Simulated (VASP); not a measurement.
All values below come from PBE GGA, VASP's PBE PAW potentials (set 64) (plane waves; VASP).

VASP input:

**KPOINTS**
```
Regular mesh
0
G
 14 14 14
0 0 0
```

### INCAR
```
SYSTEM = V
PREC = Accurate
ENCUT = 400
EDIFF = 1E-3
NELM = 100
ALGO = Normal
LREAL = .FALSE.
LASPH = .TRUE.
ISMEAR = 1
SIGMA = 0.1
GGA = PE
LMAXMIX = 4
ISPIN = 2
MAGMOM = 2.0 2.0
LORBIT = 10
LWAVE = .FALSE.
LCHARG = .FALSE.
ISIF = 2
```

POSCAR:
```
V
2.3664030
 -1.0000000000   1.0000000000   0.5456120534
  1.0000000000  -1.0000000000   0.5456120534
  1.0000000000   1.0000000000  -0.5456120534
V
2
direct
  0.7500000000   0.2500000000   0.5000000000
  0.0000000000   0.0000000000   0.0000000000
```

POTCAR, in this order: V_sv (PBE.64 set). Program: vasp_std.

Output of the run:

**OSZICAR**
```
       N       E                     dE             d eps       ncg     rms          rms(c)
DAV:   1     0.258282395885E+03    0.25828E+03   -0.13463E+04 18624   0.133E+03
DAV:   2    -0.101334420234E+02   -0.26842E+03   -0.26371E+03 18877   0.451E+02
DAV:   3    -0.179073284143E+02   -0.77739E+01   -0.75848E+01 22169   0.884E+01
DAV:   4    -0.180153597178E+02   -0.10803E+00   -0.10733E+00 20811   0.975E+00
DAV:   5    -0.180165474873E+02   -0.11878E-02   -0.11876E-02 21225   0.110E+00    0.254E+01
DAV:   6    -0.168676002093E+02    0.11489E+01   -0.10697E+01 19880   0.308E+01    0.480E+00
DAV:   7    -0.169954538241E+02   -0.12785E+00   -0.52787E-01 20364   0.656E+00    0.387E+00
DAV:   8    -0.170205104082E+02   -0.25057E-01   -0.17928E-02 20102   0.161E+00    0.142E+00
DAV:   9    -0.170234271933E+02   -0.29168E-02   -0.12979E-02 19361   0.119E+00    0.533E-01
DAV:  10    -0.170244489282E+02   -0.10217E-02   -0.23684E-03 13194   0.487E-01    0.157E-01
DAV:  11    -0.170247993526E+02   -0.35042E-03   -0.34571E-04  9332   0.209E-01
   1 F= -.17024799E+02 E0= -.17024979E+02  d E =0.539172E-03  mag=     0.0011
```

**OUTCAR**
```
------------------------ aborting loop because EDIFF is reached ----------------------------------------
  FORCE on cell =-STRESS in cart. coord.  units (eV):
  Direction    XX          YY          ZZ          XY          YZ          ZX
  --------------------------------------------------------------------------------------
  Total       -1.2376994     -1.2376994     -0.9025099      0.0000000     -0.0000000      0.0000000
  in kB      -68.5670872    -68.5670872    -49.9979836      0.0000000     -0.0000000      0.0000000
  external PRESSURE =     -62.3773860 kB  Pullay stress =       0.0000000 kB
  volume of cell :       28.92
      direct lattice vectors                 reciprocal lattice vectors
    -2.366403000  2.366403000  1.291138000     0.000000000  0.211291145  0.387255274
     2.366403000 -2.366403000  1.291138000     0.211291145  0.000000000  0.387255274
     2.366403000  2.366403000 -1.291138000     0.211291145  0.211291145  0.000000000
 POSITION                                       TOTAL-FORCE (eV/Angst)
 -----------------------------------------------------------------------------------
      0.00000      2.36640      0.64557         0.000000      0.000000     -0.000000
      0.00000      0.00000      0.00000        -0.000000     -0.000000      0.000000
 -----------------------------------------------------------------------------------
    total drift:                                0.000000      0.000000     -0.000000
  FREE ENERGIE OF THE ION-ELECTRON SYSTEM (eV)
  ---------------------------------------------------
  free  energy   TOTEN  =       -17.0247993526 eV

  energy  without entropy=      -17.0253385249  energy(sigma->0) =      -17.02497908

 total charge

# of ion       s       p       d       tot
------------------------------------------
    1        2.330   6.180   3.157  11.667
    2        2.330   6.180   3.157  11.667
--------------------------------------------------
tot          4.659  12.360   6.314  23.333

 magnetization (x)

# of ion       s       p       d       tot
------------------------------------------
    1       -0.000  -0.000  -0.006  -0.006
    2       -0.000  -0.000  -0.006  -0.006
--------------------------------------------------
tot         -0.000  -0.000  -0.011  -0.012
```
(Selected blocks of OUTCAR.)

The structure was generated: V was put into the beta-Sn type (I4_1/amd), which need not be its known phase. The cell was not relaxed at this level. The run is one of a series of settings (EDIFF = 1E-3 against the base run), some of them coarse on purpose.
